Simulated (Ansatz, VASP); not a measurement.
# BAs in two plane-wave programs, part 2 of 2

Aim: how closely do two programs agree when they are given the same cell, functional and k mesh? The cell is taken from a series of runs on this material, whose earlier steps may have relaxed, scaled, displaced or heated it; both programs get it as it stands.

VASP 6.6.1 and Ansatz 0.2.0.

So far. Step 5 (VASP: single point, PBE, pair 2): The run ends at a pressure of 2.68 GPa. Step 6 (Ansatz: single point, PBE, pair 2): The run ends at a pressure of 2.04 GPa.

### Step 8. Ansatz: single point, PBE, pair 3

Level of this step: Ansatz beside VASP: Kohn-Sham DFT, plane waves, PBE (Ansatz).

A single point takes one fixed geometry, so differences don't come from the geometry; what else differs is listed under the comparison. The cell compared in this pair holds 27.95 Å³, against 27.39 Å³ for the pair before.

The cell is taken from a series of runs on this material, whose earlier steps may have relaxed, scaled, displaced or heated it; both programs get it as it stands.

Contents of input.yaml:

```yaml
crystal:
  lattice:
    - [0.0, 2.4046442926, 2.4166675141]
    - [2.4046442926, 0.0, 2.4166675141]
    - [2.4046442926, 2.4046442926, 0.0]
  atoms:
    - { symbol: B, position: [0.0, 0.0, 0.0] }
    - { symbol: As, position: [0.75, 0.75, 0.75] }
kpoints:
  mp_grid: { grid: [8, 8, 8] }
hamiltonian:
  xc: pbe
scf:
  occupations: { method: gaussian, width: 0.01 }
  n_extra_bands: 8
output:
  forces: true
  stress: true
  eigenvalues: true
  eigenstates:
    kpoints:
      - [0.0, 0.397960104, 0.397960104]
      - [0.397960104, 0.0, 0.397960104]
      - [0.397960104, 0.397960104, 0.0]
      - [0.0, 0.0, 0.0]
  write_potential: true
  volumetric_format: npy
```

Started as:

```bash
$ ansatz run input.yaml --threads 2 --pin off --max-ram 5120MiB --backend cpu --events-out ev --progress --plain --runs-dir out
```

Numbers of over 12 decimals in the logs are rounded to 6 here.

Log:

```text
[...]
Crystal: 2 atoms, lattice volume = 27.948 Å³
Basis set: ecut = 420 eV, 537 PW (Γ), exchange–correlation on 48×48×48 points (8 copies of the dense FFT grid, shifted against one another)
Bands: 17, of which v1, the nominal top of the filled ones, is band 9 counted from 1 (8 counted from 0)
Symmetry: 8 space group operations
[...]
k-points: 59 of 512 (time reversal used)
[...]
k-point 0: bands = [... 5 lower, -4.4476, 10.6968, 10.7447, 10.7447, 13.9676, 13.9676, 13.9998, 15.0845, ... 4 higher]
  k-point 1: bands = [... 5 lower, -4.1975, 8.7874, 10.2857, 10.3214, 14.0207, 14.5323, 14.5495, 16.4417, ... 4 higher]
  k-point 2: bands = [... 5 lower, -3.4704, 5.8725, 9.5875, 9.6329, 13.6600, 15.3300, 15.3354, 18.4528, ... 4 higher]
  k-point 58: bands = [... 5 lower, -0.4219, 2.3224, 6.7887, 6.7887, 12.2354, 12.2408, 21.8752, 21.8752, ... 4 higher]
[key lines of the parts left out:]
SCF converged after 6 iterations
Free energy (F): -5012.102241 eV
Fermi energy:    11.336542 eV
P = ⅓ Tr σ = -0.6508 GPa (-6.508 kbar)
```

The run ends at a pressure of -0.65 GPa.

### Step 9. VASP: single point, PBE, pair 3

The same cell, functional, mesh and smearing now go to VASP, with its own data sets.

Contents of INCAR:

```
SYSTEM = BAs
PREC = Accurate
ENCUT = 500
EDIFF = 1E-06
NELM = 120
ISMEAR = 0
SIGMA = 0.01
LREAL = .FALSE.
ALGO = Normal
GGA = PE
NBANDS = 10
LORBIT = 11
LWAVE = .FALSE.
LCHARG = .FALSE.
ISIF = 2
LASPH = .TRUE.
GGA_COMPAT = .FALSE.
EFERMI = MIDGAP
```

Contents of POSCAR:

```
BAs
1.0
    0.0000000000      2.4046442926      2.4166675141
    2.4046442926      0.0000000000      2.4166675141
    2.4046442926      2.4046442926      0.0000000000
B As
1 1
Direct
    0.0000000000      0.0000000000      0.0000000000
    0.7500000000      0.7500000000      0.7500000000
```

Contents of KPOINTS:

```
Automatic mesh
0
Gamma
8 8 8
0 0 0
```

The projector-augmented-wave data sets are B and As (PBE family, release 64).

Started as:

```bash
$ mpirun -np 1 vasp_std
```

Log:

```text
[... set-up lines as in an earlier step ...]
 entering main loop
       N       E                     dE             d eps       ncg     rms          rms(c)
DAV:   1     0.113818359361E+02    0.11382E+02   -0.37689E+03  1180   0.686E+02
DAV:   2    -0.114336834237E+02   -0.22816E+02   -0.22006E+02  1626   0.104E+02
DAV:   3    -0.120015259178E+02   -0.56784E+00   -0.56676E+00  1414   0.165E+01
DAV:   4    -0.120030653397E+02   -0.15394E-02   -0.15393E-02  1430   0.956E-01
[...]
DAV:  10    -0.114109462867E+02   -0.16720E-03   -0.22240E-04  1318   0.961E-02    0.130E-02
DAV:  11    -0.114109519185E+02   -0.56317E-05   -0.59997E-06  1472   0.176E-02    0.107E-02
DAV:  12    -0.114109520112E+02   -0.92733E-07   -0.28278E-06  1310   0.985E-03
   1 F= -.11410952E+02 E0= -.11410952E+02  d E =0.000000E+00
```

OUTCAR, selected parts (step 9):

```text
  Total        0.0469291      0.0469291     -0.1296366      0.0000000     -0.0000000     -0.0000000
  in kB        2.6903189      2.6903189     -7.4317264      0.0000000     -0.0000000     -0.0000000
  external PRESSURE =      -0.6836962 kB  Pullay stress =       0.0000000 kB

 POSITION                                       TOTAL-FORCE (eV/Angst)
 -----------------------------------------------------------------------------------
      0.00000      0.00000      0.00000         0.000000      0.000000     -0.000000
      3.60697      3.60697      3.62500        -0.000000     -0.000000      0.000000
 -----------------------------------------------------------------------------------
    total drift:                                0.000000      0.000000      0.000000

  FREE ENERGIE OF THE ION-ELECTRON SYSTEM (eV)
  ---------------------------------------------------
  free  energy   TOTEN  =       -11.4109520112 eV

  energy  without entropy=      -11.4109520112  energy(sigma->0) =      -11.41095201

[... 3 further parts left out ...]
[key lines of the parts left out:]
E-fermi :   6.4560
```

The run ends at a pressure of -0.07 GPa.

### Step 10. Comparison

What differs besides the data sets and the points named for the pairs above, as far as they apply: the data sets hold 18 valence electrons in Ansatz (on its default PAW (the set named soft_2) files) and 8 in VASP. Total energies have different zeros and are not compared.

Compared:

```
              quantity  Ansatz   VASP  difference
        pressure (GPa)   -0.65  -0.07       -0.58
gap on the k mesh (eV)   1.184  1.176      +0.008
```

A gap on the mesh is an upper bound, since the band edges may lie between its points.

### Step 11. Summary of results

- difference in gap on the k mesh (single point, PBE, pair 1): 0.0076 eV
- difference in pressure (single point, PBE, pair 1): -0.55 GPa
- difference in gap on the k mesh (single point, PBE, pair 2): 0.0083 eV
- difference in pressure (single point, PBE, pair 2): -0.64 GPa
- difference in gap on the k mesh (single point, PBE, pair 3): 0.0079 eV
- difference in pressure (single point, PBE, pair 3): -0.58 GPa

The difference in pressure is -0.64 GPa (single point, PBE, pair 2), within the 1 GPa picked in this series as the mark of a large difference. The data sets hold unlike numbers of valence electrons (18 in Ansatz and 8 in VASP), so part of the differences may come from the potentials. 5 further pairs of this series are not shown here. Such differences can come from data sets, numerical settings and the points named under the comparisons, not from the functional's error against experiment.

[Lines on the potential files, build, host, timing and source positions are cut from VASP's logs without a mark.]

[Logs are printed without paths, hosts, clocks, repeated set-up lines and the standing remarks that a program may print on its own settings, such as how far it seeks lower states.]

[Hosts, paths, dates, database ids (printed as entryN), source tags and the programs' standing remarks are cut or masked in the printed files.]
